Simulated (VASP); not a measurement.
A convergence study with VASP on V (space group Im-3m): one setting is varied, all else stays as given below, so the limit is that of these other settings.

```
CELL_PARAMETERS angstrom
     -1.50743     1.50743     1.50743
      1.50743    -1.50743     1.50743
      1.50743     1.50743    -1.50743
ATOMIC_POSITIONS crystal
  V  0.00000 0.00000 0.00000
```

Computed with PBE GGA, VASP's PBE PAW potentials (set 64) (plane waves; VASP). The tightest run used: 300 eV cut-off, 22×22×22 Γ-centred mesh, Gaussian smearing of 0.10 eV, potentials V_sv.

| setting | E (eV/atom) | pressure (GPa) | irreducible k-points |
|---|---|---|---|
| 3×3×3 mesh | -9.0919 | -4.01 | 4 |
| 4×4×4 mesh | -9.0965 | -4.12 | 8 |
| 5×5×5 mesh | -8.9514 | -1.43 | 10 |
| 6×6×6 mesh | -8.9268 | -1.54 | 16 |
| 7×7×7 mesh | -9.0029 | -3.01 | 20 |
| 8×8×8 mesh | -9.0048 | -4.55 | 29 |
| 9×9×9 mesh | -8.9857 | -3.76 | 35 |

**Question.** These are the cheaper rows. Estimate the results at 22×22×22 mesh, and how far the last row shown lies from them.

**Answer.** 
```
quantity        tightest run  last row shown is off by
--------------  ------------  ------------------------
E (eV/atom)          -8.9935                    0.0078
pressure (GPa)         -3.42                     -0.34
```

Left out are rungs that failed or repeat a setting and relaxations that didn't move; long series are thinned to 24 rows.

The structure is a typed V crystal (space group no. 229). The cell was not relaxed at this level. The run is not spin-polarised, so no magnetic state was tried.
